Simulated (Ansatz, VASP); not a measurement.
# AlCu3 (AlCu3 (Pmmn)): VASP beside Ansatz, part 2 of 2

One calculation is typed for both programs; each brings its own data sets. How far apart do they land? The cell is taken from a series of runs on this material, whose earlier steps may have relaxed, scaled, displaced or heated it; both programs get it as it stands.

VASP 6.6.1 and Ansatz 0.2.0.

So far: Set-up; Ansatz: relaxation of cell and atoms, PBEsol.

## Step 3: VASP: relaxation of cell and atoms, PBEsol

Level of this step: PBEsol; plane waves and PAW (Al, Cu) (VASP).

The same cell, functional, mesh and smearing now go to VASP, with its own data sets.

Lines of VASP's logs that name or quote its potential files are left out, and so is its time.

Contents of INCAR:

```
SYSTEM = AlCu3
PREC = Accurate
ENCUT = 600
EDIFF = 1E-07
NELM = 120
ISMEAR = -1
SIGMA = 0.05
LREAL = .FALSE.
ALGO = Normal
GGA = PS
NBANDS = 44
LASPH = .TRUE.
LORBIT = 11
LWAVE = .FALSE.
LCHARG = .FALSE.
ISIF = 3
IBRION = 2
NSW = 80
EDIFFG = -0.005
GGA_COMPAT = .FALSE.
NELMIN = 4
KPAR = 2
```

Contents of POSCAR:

```
AlCu3
1.0
    4.1725140000      0.0000000000      0.0000000000
    0.0000000000      5.1070180000      0.0000000000
    0.0000000000      0.0000000000      4.5117150000
Al Cu
2 6
Direct
    0.0000000000      0.0000000000      0.6611100214
    0.5000000000      0.5000000000      0.3388899786
    0.0000000000      0.5000000000      0.6626750582
    0.5000000000      0.0000000000      0.3373251635
    0.0000000000      0.2509403726      0.1600646317
    0.0000000000      0.7490596274      0.1600646317
    0.5000000000      0.2490596274      0.8399353683
    0.5000000000      0.7509401768      0.8399353683
```

Contents of KPOINTS:

```
Automatic mesh
0
Gamma
9 8 9
0 0 0
```

PAW data sets: Al and Cu (PBE family, release 64).

Launch:

```bash
mpirun -np 2 vasp_std
```

Numbers of over 12 decimals in the logs are rounded to 6 here.

Output:

```text
[banner, memory and clock lines left out]
running    2 mpi-ranks, on    1 nodes
 distrk:  each k-point on    1 cores,    2 groups
 distr:  one band on    1 cores,    1 groups

 POSCAR found type information on POSCAR AlCu
 POSCAR found :  2 types and       8 ions
|                                                                             |
|               ----> ADVICE to this user running VASP <----                  |
|                                                                             |
|     You enforced a specific xc type in the INCAR file but a different       |
|     [... a line on the potential file left out ...]
|     I HOPE YOU KNOW WHAT YOU ARE DOING!                                     |
|                                                                             |

 LDA part: xc-table for (Slater+PW92), standard interpolation
 POSCAR, INCAR and KPOINTS ok, starting setup
 FFT: planning ... GRIDC
 FFT: planning ... GRID_SOFT
 FFT: planning ... GRID
 WAVECAR not read
 entering main loop
       N       E                     dE             d eps       ncg     rms          rms(c)
DAV:   1     0.642732995853E+03    0.64273E+03   -0.33659E+04 11008   0.292E+03
DAV:   2     0.375589325376E+02   -0.60517E+03   -0.59116E+03 11000   0.503E+02
DAV:   3    -0.420972566996E+02   -0.79656E+02   -0.75110E+02 11584   0.230E+02
DAV:   4    -0.452340496869E+02   -0.31368E+01   -0.30986E+01 14324   0.614E+01
DAV:   5    -0.453018798411E+02   -0.67830E-01   -0.67769E-01 16928   0.770E+00    0.259E+01
DAV:   6    -0.424649800504E+02    0.28369E+01   -0.14001E+02 12472   0.207E+02    0.168E+01
DAV:   7    -0.356938299587E+02    0.67712E+01   -0.29576E+01 13008   0.100E+02    0.183E+00
DAV:   8    -0.357231867848E+02   -0.29357E-01   -0.21749E+00 14084   0.295E+01    0.187E+00
DAV:   9    -0.357141261380E+02    0.90606E-02   -0.44605E-01 13576   0.204E+01    0.169E+00
DAV:  10    -0.356614882388E+02    0.52638E-01   -0.10385E-01 13604   0.649E+00    0.344E-01
DAV:  11    -0.356601726189E+02    0.13156E-02   -0.19611E-02 16832   0.201E+00    0.109E-01
DAV:  12    -0.356602170521E+02   -0.44433E-04   -0.35433E-03 11940   0.992E-01    0.524E-02
DAV:  13    -0.356602336373E+02   -0.16585E-04   -0.69257E-04 11988   0.617E-01    0.489E-02
DAV:  14    -0.356601897848E+02    0.43852E-04   -0.15080E-04 12212   0.313E-01    0.141E-02
DAV:  15    -0.356601883242E+02    0.14606E-05   -0.40721E-05 15096   0.918E-02    0.551E-03
DAV:  16    -0.356601883619E+02   -0.37691E-07   -0.35935E-06 12268   0.284E-02    0.216E-03
DAV:  17    -0.356601885452E+02   -0.18333E-06   -0.17214E-07  8356   0.870E-03    0.516E-04
DAV:  18    -0.356601886124E+02   -0.67228E-07   -0.65204E-08  6384   0.329E-03
   1 F= -.35660189E+02 E0= -.35650662E+02  d E =-.356602E+02
[... from here on, the cycles between the ionic steps are left out ...]
   2 F= -.35662749E+02 E0= -.35653413E+02  d E =-.256059E-02
   7 F= -.35666597E+02 E0= -.35657433E+02  d E =-.143725E-02
   8 F= -.35667378E+02 E0= -.35658210E+02  d E =-.221793E-02
   9 F= -.35667417E+02 E0= -.35658253E+02  d E =-.225686E-02
  10 F= -.35667539E+02 E0= -.35658392E+02  d E =-.122578E-03
  11 F= -.35667541E+02 E0= -.35658400E+02  d E =-.124032E-03
  12 F= -.35667544E+02 E0= -.35658401E+02  d E =-.127337E-03
  13 F= -.35667559E+02 E0= -.35658436E+02  d E =-.152174E-04
  14 F= -.35667576E+02 E0= -.35658444E+02  d E =-.313384E-04
  15 F= -.35667575E+02 E0= -.35658443E+02  d E =-.310782E-04
 curvature:  -0.82 expect dE=-0.116E-04 dE for cont linesearch -0.162E-07
 trial: gam= 0.12157 g(F)=  0.637E-05 g(S)=  0.781E-05 ort = 0.163E-05 (trialstep = 0.143E+01)
 search vector abs. value=  0.166E-04
 bond charge predicted
       N       E                     dE             d eps       ncg     rms          rms(c)
DAV:   1    -0.356676208075E+02   -0.45560E-04   -0.40694E-03 11952   0.366E-01    0.451E-02
DAV:   2    -0.356676052812E+02    0.15526E-04   -0.18848E-04 16792   0.208E-01    0.268E-02
DAV:   3    -0.356675949240E+02    0.10357E-04   -0.35115E-05 13396   0.102E-01    0.167E-02
DAV:   4    -0.356675895108E+02    0.54131E-05   -0.97754E-06 18108   0.478E-02    0.234E-03
DAV:   5    -0.356675896724E+02   -0.16154E-06   -0.29498E-06 12016   0.290E-02    0.134E-03
DAV:   6    -0.356675896855E+02   -0.13097E-07   -0.36607E-07 10048   0.178E-02
  16 F= -.35667590E+02 E0= -.35658463E+02  d E =-.144442E-04
 trial-energy change:   -0.000014  1 .order   -0.000014   -0.000021   -0.000007
 step:   2.0157(harm=  2.2163)  dis= 0.00068  next Energy=   -35.667591 (dE=-0.160E-04)
 reached required accuracy - stopping structural energy minimisation
```

Parts of OUTCAR (step 3):

```text
ion  position               nearest neighbor table
   1  0.000  0.000  0.661-   4 2.55   4 2.55   3 2.55   3 2.55   7 2.57   7 2.57   8 2.57   8 2.57
                             5 2.59   6 2.59   5 2.60   6 2.60
   2  0.500  0.500  0.339-   3 2.55   3 2.55   4 2.55   4 2.55   5 2.57   6 2.57   5 2.57   6 2.57
                             8 2.59   7 2.59   8 2.60   7 2.60
   3  0.000  0.500  0.663-   2 2.55   2 2.55   1 2.55   1 2.55   8 2.58   8 2.58   7 2.58   7 2.58
                             5 2.58   6 2.58   5 2.60   6 2.60
   4  0.500  0.000  0.337-   1 2.55   1 2.55   2 2.55   2 2.55   5 2.58   6 2.58   5 2.58   6 2.58
                             7 2.58   8 2.58   7 2.60   8 2.60
   5  0.000  0.251  0.160-   7 2.54   7 2.54   6 2.54   6 2.56   2 2.57   2 2.57   4 2.58   4 2.58
                             3 2.58   1 2.59   1 2.60   3 2.60
   6  0.000  0.749  0.160-   8 2.54   8 2.54   5 2.54   5 2.56   2 2.57   2 2.57   4 2.58   4 2.58
                             3 2.58   1 2.59   1 2.60   3 2.60
   7  0.500  0.249  0.840-   5 2.54   5 2.54   8 2.54   8 2.56   1 2.57   1 2.57   3 2.58   3 2.58
                             4 2.58   2 2.59   2 2.60   4 2.60
   8  0.500  0.751  0.840-   6 2.54   6 2.54   7 2.54   7 2.56   1 2.57   1 2.57   3 2.58   3 2.58
                             4 2.58   2 2.59   2 2.60   4 2.60

  LATTYP: Found a simple orthorhombic cell.
 ALAT       =     4.1725140000
 B/A-ratio  =     1.0812941550
 C/A-ratio  =     1.2239666542

 Subroutine GETGRP returns: Found  8 space group operations
 (whereof  4 operations were pure point group operations)

The static configuration has the point symmetry C_2v.
 The point group associated with its full space group is D_2h.

 Found    125 irreducible k-points:

   k-points           NKPTS =    125   k-points in BZ     NKDIM =    125   number of bands    NBANDS=     44

   dimension x,y,z NGX =    36 NGY =   42 NGZ =   36
   dimension x,y,z NGXF=    72 NGYF=   84 NGZF=   72

   ENCUT  =  600.0 eV  44.10 Ry    6.64 a.u.   8.33 10.20  9.01*2*pi/ulx,y,z

   NELECT =      72.0000    total number of electrons

 k-points in reciprocal lattice and weights: Automatic mesh
   0.00000000  0.00000000  0.00000000       0.002
   0.11111111  0.00000000  0.00000000       0.003
   0.22222222  0.00000000  0.00000000       0.003
   0.33333333  0.00000000  0.00000000       0.003
   0.44444444  0.00000000  0.00000000       0.003
   0.00000000  0.12500000  0.00000000       0.003
   0.11111111  0.12500000  0.00000000       0.006
   0.22222222  0.12500000  0.00000000       0.006
   0.33333333  0.12500000  0.00000000       0.006
[...]
0.33333333  0.50000000  0.44444444       0.006
   0.44444444  0.50000000  0.44444444       0.006

 average (electrostatic) potential at core
       1 -71.3684       2 -71.3684       3 -62.9591       4 -62.9591       5 -62.9564
       6 -62.9564       7 -62.9565       8 -62.9565

 E-fermi :   8.5852

 k-point     1 :       0.0000    0.0000    0.0000
  band No.  band energies     occupation
    ...
     32       6.2755      2.00000
     33       6.3616      2.00000
     34       6.9364      2.00000
     35       7.3215      2.00000
     36       8.2972      1.99371
     37      10.2475      0.00000
     38      11.8695      0.00000
     39      12.2479      0.00000
     40      12.5898      0.00000
     41      12.7042      0.00000
    ...

 k-point     2 :       0.1111    0.0000    0.0000
  band No.  band energies     occupation
    ...
     32       6.2441      2.00000
     33       6.3794      2.00000
     34       6.8977      2.00000
     35       7.3525      2.00000
     36       8.2825      1.99531
     37      10.9804      0.00000
     38      11.1793      0.00000
     39      11.5378      0.00000
     40      12.6845      0.00000
     41      12.7509      0.00000
    ...

 k-point     3 :       0.2222    0.0000    0.0000
  band No.  band energies     occupation
    ...
     32       6.3266      2.00000
     33       6.4074      2.00000
     34       6.8083      2.00000
     35       7.4325      2.00000
     36       8.1968      1.99915
     37      10.0205      0.00000
     38      10.3205      0.00000
     39      12.3708      0.00000
     40      12.4170      0.00000
     41      12.7205      0.00000
    ...

  Total       -0.0112435     -0.0013749     -0.0122977      0.0000000      0.0000000      0.0000000
  in kB       -0.1876553     -0.0229472     -0.2052490      0.0000000      0.0000000      0.0000000
  external PRESSURE =      -0.1386171 kB  Pullay stress =       0.0000000 kB

  energy-cutoff  :      600.00
  volume of cell :       96.00
      direct lattice vectors                 reciprocal lattice vectors
     4.183710492  0.000000000  0.000000000     0.239022275  0.000000000  0.000000000
     0.000000000  5.138089284  0.000000000     0.000000000  0.194624878  0.000000000
     0.000000000  0.000000000  4.465701406     0.000000000  0.000000000  0.223928989

 POSITION                                       TOTAL-FORCE (eV/Angst)
 -----------------------------------------------------------------------------------
      0.00000      5.13809      2.97116         0.000000      0.000000      0.002095
      2.09186      2.56904      1.49454         0.000000      0.000000     -0.002095
      0.00000      2.56904      2.98796         0.000000      0.000000     -0.003360
      2.09186      5.13809      1.47774         0.000000      0.000000      0.003360
      0.00000      1.28916      0.73630         0.000000     -0.000631     -0.000539
      0.00000      3.84893      0.73630         0.000000      0.000631     -0.000539
      2.09186      1.27988      3.72940        -0.000000      0.000631      0.000539
      2.09186      3.85821      3.72940        -0.000000     -0.000631      0.000539
 -----------------------------------------------------------------------------------
    total drift:                                0.000000      0.000144     -0.000143

  FREE ENERGIE OF THE ION-ELECTRON SYSTEM (eV)
  ---------------------------------------------------
  free  energy   TOTEN  =       -35.6675896855 eV

  energy  without entropy=      -35.6493370042  energy(sigma->0) =      -35.65846334

 reached required accuracy - stopping structural energy minimisation

 total charge
# of ion       s       p       d       tot
------------------------------------------
    1        0.391   0.392   0.000   0.784
    2        0.391   0.392   0.000   0.784
    3        0.464   0.456   9.155  10.075
    4        0.464   0.456   9.155  10.075
    5        0.464   0.457   9.153  10.075
    6        0.464   0.457   9.153  10.075
    7        0.464   0.457   9.153  10.075
    8        0.464   0.457   9.153  10.075
--------------------------------------------------
tot          3.567   3.525  54.924  62.016

[... 3 further parts left out ...]
```

## Step 4: Differences

Known differences besides the potentials themselves: the data sets hold 120 valence electrons in Ansatz (on its PAW soft_1 files) and 72 in VASP; the cutoff is 420 eV in Ansatz and 600 eV in VASP; Ansatz makes its cores anew for this functional, VASP keeps those of its PBE data sets; Ansatz adds a Pulay correction to the stress that steers its cell, VASP none. Total energies have different zeros and are not compared.

Both answers:

```csv
quantity,Ansatz,VASP,difference
volume (Å³),95.59,96.00,-0.42 %
"edge a after relaxation, in the typed setting (Å)",4.178,4.184,-0.14 %
"edge b after relaxation, in the typed setting (Å)",5.128,5.138,-0.19 %
"edge c after relaxation, in the typed setting (Å)",4.462,4.466,-0.09 %
```

## Step 5: What came out

```json
{"difference in volume (relaxation of cell and atoms, PBEsol)": "-0.42 %"}
```

In words: The difference in volume is -0.42 % (relaxation of cell and atoms, PBEsol), within the 1.2 % picked in this series as the mark of a large difference, as far as the stopping tolerances let one tell. The data sets hold unlike numbers of valence electrons (120 in Ansatz and 72 in VASP), so part of the differences comes from the potentials. Such differences can come from data sets, numerical settings and the points named under the comparisons, not from the functional's error against experiment.

[Lines on the potential files, build, host, timing and source positions are cut from VASP's logs without a mark.]

[Logs are printed without paths, hosts, clocks, repeated set-up lines and the standing remarks that a program may print on its own settings, such as how far it seeks lower states.]

[Hosts, paths, dates, database ids (printed as entryN), source tags and the programs' standing remarks are cut or masked in the printed files.]
